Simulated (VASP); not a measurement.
Given:

```xyz
5
Lattice="3.8470 0.0000 0.0000 0.0000 3.8470 0.0000 0.0000 0.0000 3.8470" Properties=species:S:1:pos:R:3 pbc="T T T"
Sr     0.0000     0.0000     0.0000
V      1.9235     1.9235     1.9235
O      1.9235     0.0000     1.9235
O      0.0000     1.9235     1.9235
O      1.9235     1.9235     0.0000
```

Method: TPSS meta-GGA, VASP's PBE PAW potentials (set 64) (plane waves; VASP 6.6.1). Run with 520 eV cut-off, 7×7×7 Γ-centred mesh, first-order Methfessel-Paxton smearing of 0.10 eV, potentials Sr_sv V_sv O.

Q: Predict the energy per atom (σ→0), band gap (on the k-mesh) with the smallest direct gap where there is one.

A: 
| Property | Value |
|---|---|
| band gap (on the k-mesh) | none (metal, semimetal or under 0.01 eV) |
| energy per atom (σ→0) | -12.435 eV/atom |

The absolute energy has meaning only against runs of the same code, potentials and settings.

The compound is SrVO3 in the cubic perovskite structure. It was relaxed first. The start is the result of an earlier pass. The run is not spin-polarised, so no magnetic state was tried. The electron count is odd and the run is not spin-polarised, which forces a metal.
